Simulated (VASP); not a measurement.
## Bi2Te3 (Tellurobismuthite): relaxation of shape and atoms at fixed volume with PBE

The system is Bi2Te3 (Tellurobismuthite).

```
Bi Te
1.0
     2.22136    1.28250   10.78833
    -2.22136    1.28250   10.78833
     0.00000   -2.56500   10.78833
Bi Te
2 3
Direct
  0.39672 0.39672 0.39672
  0.60328 0.60328 0.60328
  0.00000 0.00000 0.00000
  0.21673 0.21673 0.21673
  0.78327 0.78327 0.78327
```

```yaml
Program: VASP 6.6.1
Task: relaxation of shape and atoms at fixed volume
Functional: PBE
Potentials_or_basis: VASP PAW PBE potentials, release 64 (Bi, Te)
Cutoff: 300 eV
k_mesh: 5 × 5 × 4
Occupations: gaussian, width 0.03 eV
Spin: no spin polarisation
Further_INCAR_settings: ALGO = Normal; EDIFF = 1e-07; IBRION = 2; EDIFFG = -0.01; NSW = 40; ISIF = 4
```

```yaml
Pressure_after_relaxing: 0.0 GPa
Band_gap_on_the_k_mesh: 0.58 eV, direct
```

Forces in eV/Å, atoms in the order of the input:
```
Bi   0.000  0.000 -0.002
Bi   0.000  0.000  0.002
Te   0.000  0.000  0.000
Te   0.000  0.000  0.000
Te   0.000  0.000  0.000
```

Final structure:
```
CELL_PARAMETERS angstrom
2.22136 1.28250 10.78833
-2.22136 1.28250 10.78833
0.00000 -2.56500 10.78833
ATOMIC_POSITIONS crystal
Bi 0.39672 0.39672 0.39672
Bi 0.60328 0.60328 0.60328
Te 0.00000 0.00000 0.00000
Te 0.21673 0.21673 0.21673
Te 0.78327 0.78327 0.78327
```

Levels at points of the mesh, in eV from the valence-band top:
| k point | band 12 | band 13 | band 14 | band 15 | band 16 | band 17 |
| --- | --- | --- | --- | --- | --- | --- |
| (0.00, 0.00, 0.00) | -0.55 | -0.55 | 0.00 | 0.58 | 1.18 | 1.18 |
| (0.00, 0.00, 0.50) | -1.58 | -0.66 | -0.46 | 0.99 | 1.74 | 2.69 |

Wall time 4 min on 1 thread of Intel(R) Xeon(R) Platinum 8259CL CPU @ 2.50GHz (Skylake/Cascade Lake), on a shared host, peak memory 0.51 GiB.

The gap isn't set beside the measured one, since this odd mesh misses points on the zone boundary.

Caveat: the relaxation stopped at its first step, so nothing moved; spin-orbit coupling is left out, which as a rule narrows the gap of such compounds by several tenths of an eV; an odd mesh through Γ misses points on the zone boundary, where band edges often lie.
